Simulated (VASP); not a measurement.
Here is a VASP 6.6.1 calculation.

INCAR

```
PREC     = Accurate       # precision mode
ENCUT    = 520            # plane-wave cutoff, eV
EDIFF    = 1E-7           # SCF threshold, eV
ISMEAR   = 0              # smearing method
SIGMA    = 0.02           # smearing width, eV
LREAL    = F              # projectors in reciprocal space
LASPH    = T              # aspherical terms in the spheres
NELM     = 80             # most SCF steps
ALGO     = Normal         # electronic algorithm
ISIF     = 3              # what is computed and relaxed
LWAVE    = F              # write WAVECAR
LCHARG   = F              # write CHGCAR
GGA      = PE             # functional
IBRION   = 2              # ionic algorithm
NSW      = 80             # ionic steps
EDIFFG   = -0.002         # ionic threshold
AMIX     = 0.2
```

The input KPOINTS:

```
regular mesh
0
Gamma
  10 10 10
```

The input POSCAR:

```
Si
1.0
    0.0000000000      2.7135600000      2.7135600000
    2.7135600000      0.0000000000      2.7135600000
    2.7135600000      2.7135600000      0.0000000000
Si
2
Direct
    0.7500000000      0.7500000000      0.7500000000
    0.5000000000      0.5000000000      0.5000000000
```

Potentials or basis: VASP PAW PBE potentials, release 64 (Si).

Run with:

```console
$ cat potpaw_PBE.64/Si/POTCAR > POTCAR
$ mpirun -np 1 vasp_std > vasp.out
```

Question: Estimate the relaxed cell.

Answer: a = 3.867 Å, b = 3.867 Å, c = 3.867 Å, α = 60.00°, β = 60.00°, γ = 60.00°.

Question: Estimate the space group after relaxing (to 0.05 Å).

Answer: Fd-3m (No. 227).

Question: Estimate the relaxed volume.

Answer: 20.44 Å³/atom.

Question: What does it give for the band gap on the k mesh?

Answer: 0.62 eV, indirect (least direct gap 2.56 eV).

The path:
```
step  energy change (eV)  largest force (eV/Å)  pressure (GPa)  volume (Å³)
   1              0.0000                0.0000            2.13        39.96
   2             -0.0033                0.0000           -1.33        41.52
   3             -0.0060                0.0000            0.00        40.88
```

A k mesh can miss the band edges. PBE usually gives volumes a little too large and moduli too small.
